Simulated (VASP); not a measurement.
A convergence study with VASP on W (bcc): one setting is varied, all else stays as given below, so the limit is that of these other settings. The cell's lengths are 1 % over those of the tabulated start, so it is off equilibrium.

```
W
1.0
   -1.59580     1.59580     1.59580
    1.59580    -1.59580     1.59580
    1.59580     1.59580    -1.59580
W
1
Direct
  0.00000   0.00000   0.00000
```

Calculation: PBE GGA, VASP's PBE PAW potentials (set 64) (plane waves; VASP 6.6.1). The tightest run used: 1000 eV cut-off, 18×18×18 Γ-centred mesh, first-order Methfessel-Paxton smearing of 0.10 eV, potentials W_sv.

Q: The settings run are ENCUT = 150; ENCUT = 200; ENCUT = 250; ENCUT = 300; ENCUT = 350; ENCUT = 400; ENCUT = 450; ENCUT = 500; ENCUT = 550; ENCUT = 600; ENCUT = 650; ENCUT = 700; ENCUT = 750; ENCUT = 800; ENCUT = 850; ENCUT = 1000. From which on does the energy per atom stay within 0.01 eV/atom of the tightest run?

A: From ENCUT = 200 on: it is off by 0.0045 there and by no more than 0.01 in any finer run, while ENCUT = 150 is off by 0.0185.
| setting | E (eV/atom) | pressure (GPa) | plane waves | difference judged (eV/atom) |
|---|---|---|---|---|
| ENCUT = 150 | -12.9304 | -103.55 | 79 | 0.0185 |
| ENCUT = 200 | -12.9444 | -9.66 | 116 | 0.0045 |
| ENCUT = 250 | -12.9493 | -2.81 | 152 | 0.0004 |
| ENCUT = 300 | -12.9477 | -2.72 | 202 | 0.0012 |
| ENCUT = 350 | -12.9479 | -2.16 | 250 | 0.0010 |
| ENCUT = 400 | -12.9487 | -1.85 | 321 | 0.0002 |
| ENCUT = 450 | -12.9487 | -1.83 | 370 | 0.0002 |
| ENCUT = 500 | -12.9486 | -1.84 | 426 | 0.0003 |
| ENCUT = 550 | -12.9488 | -1.81 | 490 | 0.0001 |
| ENCUT = 600 | -12.9489 | -1.78 | 559 | 0.0000 |
| ENCUT = 650 | -12.9489 | -1.76 | 627 | 0.0000 |
| ENCUT = 700 | -12.9489 | -1.76 | 712 | 0.0000 |
| ENCUT = 750 | -12.9489 | -1.76 | 768 | 0.0000 |
| ENCUT = 800 | -12.9490 | -1.76 | 887 | 0.0001 |
| ENCUT = 850 | -12.9489 | -1.76 | 943 | 0.0000 |
| ENCUT = 1000 | -12.9489 | -1.76 | 1186 | 0.0000 |

Left out are rungs that failed or repeat a setting and relaxations that didn't move; long series are thinned to 24 rows.

The compound is W in the bcc structure. The cell was not relaxed at this level.
